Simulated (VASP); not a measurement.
An input for Ansatz (written as the equivalent of a VASP run, and not itself run):

Ansatz 0.2 input:
```yaml
crystal:
  lattice:
    - [0.0000000, 3.3054103, 3.3054103]
    - [3.3054103, 0.0000000, 3.3054103]
    - [3.3054103, 3.3054103, 0.0000000]
  atoms:
    - { symbol: Na, position: [0.2500000, 0.2500000, 0.2500000] }
    - { symbol: Na, position: [0.7500000, 0.7500000, 0.7500000] }
    - { symbol: S, position: [0.0000000, 0.0000000, 0.0000000] }
kpoints:
  mp_grid: { grid: [6, 6, 6] }
hamiltonian:
  xc: rpbe
  pseudopotentials: { kind: paw }
scf:
  occupations: { method: gaussian, width: 0.05 }
  max_iter: 100
output: { forces: true, stress: true, eigenvalues: true }
```

Question: Translate this input to VASP (INCAR, KPOINTS, POSCAR, choice of POTCAR).

Answer: One answer among several that fit: 
INCAR:
```
SYSTEM = Na2S
PREC = Accurate
ENCUT = 520
EDIFF = 1E-7
NELM = 100
ALGO = Normal
LREAL = .FALSE.
LASPH = .TRUE.
ISMEAR = 0
SIGMA = 0.05
GGA = RP
LWAVE = .FALSE.
LCHARG = .FALSE.
ISIF = 2
```

**KPOINTS**
```
Automatic mesh
0
Gamma
6 6 6
0 0 0
```

POSCAR:
```
Na2S
1
    0.0000000000     3.3054103339     3.3054103339
    3.3054103339     0.0000000000     3.3054103339
    3.3054103339     3.3054103339     0.0000000000
Na S
2 1
Direct
  0.2500000000   0.2500000000   0.2500000000
  0.7500000000   0.7500000000   0.7500000000
  0.0000000000   0.0000000000   0.0000000000
```

POTCAR, in this order: Na_pv S (PBE.64 set). Program: vasp_std.

The two are equivalent in intent, not identical: each code has its own PAW files, so the cut-off isn't converted (ENCUT is set for VASP's; basis.ecutwfc is left out, and Ansatz then takes the one that its files recommend); Ansatz stops its SCF on the density residual and VASP on the energy change (EDIFF).

The compound is Na2S in the antifluorite structure. This cell is one point of a volume scan, at 0.97 of the reference volume.
